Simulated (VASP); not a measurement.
Wanted: the native input for a VASP 6.6.1 run.

| Quantity | Value |
| --- | --- |
| Task | relaxation of cell and atoms |
| Functional | PBE |
| Potentials or basis | VASP PAW PBE potentials, release 64 (Sn_d, Ge_d, O) |
| Cutoff | 520 eV |
| k mesh | 4 × 4 × 1 |
| Occupations | gaussian, width 0.15 eV |
| Spin | no spin polarisation |
| Further INCAR settings | PREC = Normal; LREAL = Auto; ALGO = Fast; EDIFF = 0.0001; IBRION = 2; EDIFFG = -0.08; NSW = 24; ISIF = 3 |

The structure of Sn2GeO3 lies in POSCAR:

```
Sn2GeO3
1.0
    3.7500000000      0.0000000000      0.0000000000
    0.0000000000      3.7500000000      0.0000000000
    0.0000000000      0.0000000000     13.9000000000
Sn Ge O
4 2 6
Direct
    0.5000000000      0.0000000000      0.7460000000
    0.0000000000      0.5000000000      0.9210000000
    0.5000000000      0.0000000000      0.0790000000
    0.0000000000      0.5000000000      0.2540000000
    0.0000000000      0.5000000000      0.5880000000
    0.5000000000      0.0000000000      0.4120000000
    0.5000000000      0.5000000000      0.6667000000
    0.0000000000      0.0000000000      0.6667000000
    0.5000000000      0.5000000000      0.0000000000
    0.0000000000      0.0000000000      0.0000000000
    0.0000000000      0.0000000000      0.3333000000
    0.5000000000      0.5000000000      0.3333000000
```

The cell was built by a generator and needn't be a form met in nature.

The input as run:

INCAR

```
PREC = Normal ; ENCUT = 520
EDIFF = 1E-4 ; ISMEAR = 0
SIGMA = 0.15 ; LREAL = Auto
LASPH = True ; NELM = 60
ALGO = Fast ; ISIF = 3
LWAVE = False ; LCHARG = False
GGA = PE ; IBRION = 2
NSW = 24 ; EDIFFG = -0.08
KPAR = 2
```

KPOINTS

```
regular mesh
0
Gamma
  4 4 1
```

Potentials or basis: VASP PAW PBE potentials, release 64 (Sn_d, Ge_d, O).

Command:

```bash
$ cat potpaw_PBE.64/Sn_d/POTCAR potpaw_PBE.64/Ge_d/POTCAR potpaw_PBE.64/O/POTCAR > POTCAR
$ mpirun -np 2 vasp_std > vasp.out
```

Results of the run:

```
Relaxed volume                         : 17.78 Å³/atom
Relaxed cell                           : a = 3.804 Å, b = 3.804 Å, c = 14.746 Å, α = 90.00°, β = 90.00°, γ = 90.00°
Space group after relaxing (to 0.05 Å) : P4/nmm (No. 129)
Energy gained by relaxing              : 43.3 meV/atom
Ionic steps                            : 16
Pressure after relaxing                : -0.3 GPa
Largest force after relaxing           : 0.051 eV/Å
Band gap on the k mesh                 : 0.58 eV, direct
```

Caveat: the k mesh is coarse (spacing up to 0.45 Å⁻¹), so the values aren't converged; spin-orbit coupling is left out, which moves the levels of the heavy elements; an odd mesh through Γ misses points on the zone boundary, where band edges often lie; the relaxation stopped at a loose force limit of 0.08 eV/Å, so its end isn't a converged minimum.

Wall time 3.7 min on 2 MPI ranks on Intel(R) Xeon(R) Platinum 8488C (Sapphire Rapids) (shared host), peak memory 0.24 GiB a rank.
